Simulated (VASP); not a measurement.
Consider the following.

```
TiC
1.0
    0.00000     2.16316     2.16316
    2.16316     0.00000     2.16316
    2.16316     2.16316     0.00000
Ti C
1 1
Direct
  0.00000   0.00000   0.00000
  0.50000   0.50000   0.50000
```

Calculation: r2SCAN+rVV10, VASP's PBE PAW potentials (set 64) (plane waves; VASP). Numerical set-up: 520 eV cut-off, 16×16×16 Γ-centred mesh, tetrahedra with Blöchl corrections, potentials Ti_sv C.

Q: Give the energies of bands 6 to 11 at the high-symmetry points, in eV from the Fermi level.

A: 
| band | Γ | X | U | L | W |
|---|---|---|---|---|---|
| 6 | 0.84 | -3.72 | -3.67 | -6.14 | -3.36 |
| 7 | 0.84 | -1.56 | -3.60 | -3.16 | -3.36 |
| 8 | 0.84 | -0.17 | -1.95 | -3.16 | -2.96 |
| 9 | 1.65 | -0.17 | 1.59 | 3.14 | 2.99 |
| 10 | 1.65 | 2.73 | 3.39 | 3.14 | 2.99 |
| 11 | 1.65 | 3.78 | 4.08 | 4.38 | 3.78 |

It has no gap at this level: it comes out as a metal or semimetal.

The compound is TiC in the rock salt structure. It was relaxed first.
